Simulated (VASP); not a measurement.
The system is BrH, in a box.

```
Br H
1.0
    11.70158    0.00000    0.00000
     0.00000   12.20158    0.00000
     0.00000    0.00000   12.70158
Br H
1 1
Direct
  0.52678 0.51875 0.45270
  0.47204 0.48880 0.54938
```

Base run:

* Program: VASP 6.6.1
* Functional: RPBE
* Dispersion: D3(BJ)
* Potentials or basis: VASP PAW PBE potentials, release 64 (Br, H)
* Cutoff: 400 eV
* k mesh: 1 × 1 × 1
* Occupations: gaussian, width 0.01 eV
* Spin: no spin polarisation

Its results: gap between the frontier levels 5.84 eV; largest force 0.018 eV/Å.

The run is repeated on the same cell with these changes: functional from RPBE to r2SCAN; dispersion from D3(BJ) to rVV10. What comes out?

Gap between the frontier levels 6.70 eV; largest force 0.298 eV/Å.

Several settings changed at once, so the effect can't be laid on one alone.

Caveats: the PAW data sets were made with another functional, which shifts forces and pressure a little.

